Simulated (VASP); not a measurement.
A convergence study with VASP on MoTe2 (2H layered): one setting is varied, all else stays as given below, so the limit is that of these other settings. ε∞ is the independent-particle value.

```
MoTe2
1.0
    1.76000    -3.04841     0.00000
    1.76000     3.04841     0.00000
    0.00000     0.00000    13.96000
Te Mo
4 2
Direct
  0.33333   0.66667   0.87900
  0.66667   0.33333   0.37900
  0.66667   0.33333   0.12100
  0.33333   0.66667   0.62100
  0.33333   0.66667   0.25000
  0.66667   0.33333   0.75000
```

Calculation: PBE GGA, VASP's PBE PAW potentials (set 64) (plane waves; VASP). The tightest run used: 550 eV cut-off, 6×6×2 Γ-centred mesh, Gaussian smearing of 0.050 eV, potentials Te Mo_sv.

### Question
The settings run are NBANDS = 27; NBANDS = 28; NBANDS = 30; NBANDS = 34; NBANDS = 42; NBANDS = 58; NBANDS = 90; NBANDS = 154. From which on does the mean ε∞ stay within 0.3  of the tightest run?

### Answer
From NBANDS = 58 on: it is off by 0.09 there and by no more than 0.3 in any finer run, while NBANDS = 42 is off by 0.43.
```json
[
 {"setting": "NBANDS = 27", "mean ε∞": "5.72", "bands": "27", "difference judged ()": "13.38"},
 {"setting": "NBANDS = 28", "mean ε∞": "9.22", "bands": "28", "difference judged ()": "9.88"},
 {"setting": "NBANDS = 30", "mean ε∞": "13.34", "bands": "30", "difference judged ()": "5.76"},
 {"setting": "NBANDS = 34", "mean ε∞": "17.00", "bands": "34", "difference judged ()": "2.11"},
 {"setting": "NBANDS = 42", "mean ε∞": "18.67", "bands": "42", "difference judged ()": "0.43"},
 {"setting": "NBANDS = 58", "mean ε∞": "19.02", "bands": "58", "difference judged ()": "0.09"},
 {"setting": "NBANDS = 90", "mean ε∞": "19.07", "bands": "90", "difference judged ()": "0.03"},
 {"setting": "NBANDS = 154", "mean ε∞": "19.10", "bands": "154", "difference judged ()": "0.00"}
]
```

Left out are rungs that failed or repeat a setting and relaxations that didn't move; long series are thinned to 24 rows.

The compound is MoTe2 in the 2H layered structure. The cell was not relaxed at this level, forces remain on its atoms.
